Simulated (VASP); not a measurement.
Consider the following.

```xyz
2
Lattice="0.0000 2.5889 2.5889 2.5889 0.0000 2.5889 2.5889 2.5889 0.0000" Properties=species:S:1:pos:R:3 pbc="T T T"
Mg     0.0000     0.0000     0.0000
S      2.5889     2.5889     2.5889
```

Method: PBEsol GGA, VASP's PBE PAW potentials (set 64) (plane waves; VASP 6.6.1). Run with 400 eV cut-off, 8×8×8 Γ-centred mesh, Gaussian smearing of 0.050 eV, potentials Mg S.

Predict the energy per atom (σ→0), band gap (on the k-mesh) with the smallest direct gap where there is one.

```json
{
  "band gap (on the k-mesh)": "2.73 eV",
  "smallest direct gap (on the k-mesh)": "3.71 eV",
  "energy per atom (σ→0)": "-4537 meV/atom"
}
```

The absolute energy has meaning only against runs of the same code, potentials and settings.

The structure was generated: MgS was put into the rock salt type (Fm-3m), which need not be its known phase. It was relaxed first, which changed the volume by -7 %. The start is the result of an earlier pass.
